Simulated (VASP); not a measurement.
Given:

```
EuS
1.0
    0.00000     2.88859     2.88859
    2.88859     0.00000     2.88859
    2.88859     2.88859     0.00000
Eu S
1 1
Direct
  0.00000   0.00000   0.00000
  0.50000   0.50000   0.50000
```

Level of theory: PBEsol GGA, VASP's PBE PAW potentials (set 64) (plane waves; VASP). Run with 400 eV cut-off, 7×7×7 Γ-centred mesh, Gaussian smearing of 0.050 eV, potentials Eu_2 S.

The 4f electrons are frozen in the core of the lanthanide potential, so 4f levels, which can set the real gap, and their magnetism are missing.

**Question.** What does the run give for the energy per atom (σ→0)?

**Answer.** 
```
Property                       Result
---------------------  --------------
energy per atom (σ→0)  -5.665 eV/atom
```

Total energies compare only between runs with the same potentials, cut-off and functional.

The compound is EuS in the rock salt structure. It was relaxed first, which changed the volume by -9 %. The start is the result of an earlier pass.
